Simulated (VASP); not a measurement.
These are TPSS meta-GGA, VASP's PBE PAW potentials (set 64) (plane waves; VASP 6.6.1) values and carry that method's errors.

The input files of a VASP run:

INCAR:
```
SYSTEM = ZnS
PREC = Accurate; ENCUT = 520; LREAL = .False.
LASPH = .True.
EDIFF = 1E-6; NELM = 100; ALGO = Normal
LMAXMIX = 4; LMIXTAU = .True.
ISMEAR = 0; SIGMA = 0.05
METAGGA = TPSS
IBRION = 2; NSW = 60; ISIF = 3
EDIFFG = -0.01
LWAVE = .False.; LCHARG = .False.
```

KPOINTS:
```
Automatic mesh
0
Gamma
8 8 8
0 0 0
```

### POSCAR
```
ZnS
1
    0.0000000000     2.7050000000     2.7050000000
    2.7050000000     0.0000000000     2.7050000000
    2.7050000000     2.7050000000     0.0000000000
Zn S
1 1
Direct
  0.0000000000   0.0000000000   0.0000000000
  0.2500000000   0.2500000000   0.2500000000
```

POTCAR, in this order: Zn S (PBE.64 set). Program: vasp_std.

Question: What will the output report for the number of irreducible k-points (NKPTS), largest plane-wave count, number of space-group operations, FFT grid (NGX, NGY, NGZ)?

Answer: 
The number of irreducible k-points (NKPTS) comes out as 29, the largest plane-wave count is 1090 and the number of space-group operations is 24. The FFT grid (NGX, NGY, NGZ) comes out as 28 × 28 × 28.

The compound is ZnS in the zinc blende structure. This run relaxes it. Symmetry was kept, so distortions that lower it aren't found.
